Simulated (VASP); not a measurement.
Input:

```
CELL_PARAMETERS angstrom
      0.00000     2.82900     2.82900
      2.82900     0.00000     2.82900
      2.82900     2.82900     0.00000
ATOMIC_POSITIONS crystal
  Ge 0.00000 0.00000 0.00000
  Ge 0.25000 0.25000 0.25000
```

Level of theory: PBE GGA, VASP's PBE PAW potentials (set 64) (plane waves; VASP). Settings: 400 eV cut-off, 7×7×7 Γ-centred mesh, Gaussian smearing of 0.050 eV, potentials Ge_d.

Task: Give the stress tensor in GPa (positive for a compressed cell).

Result: 
```
3.20  0.00  0.00
0.00  3.20  0.00
0.00  0.00  3.20
```
The pressure is its mean diagonal, 3.20 GPa.

The compound is Ge in the diamond structure. The cell was not relaxed at this level.
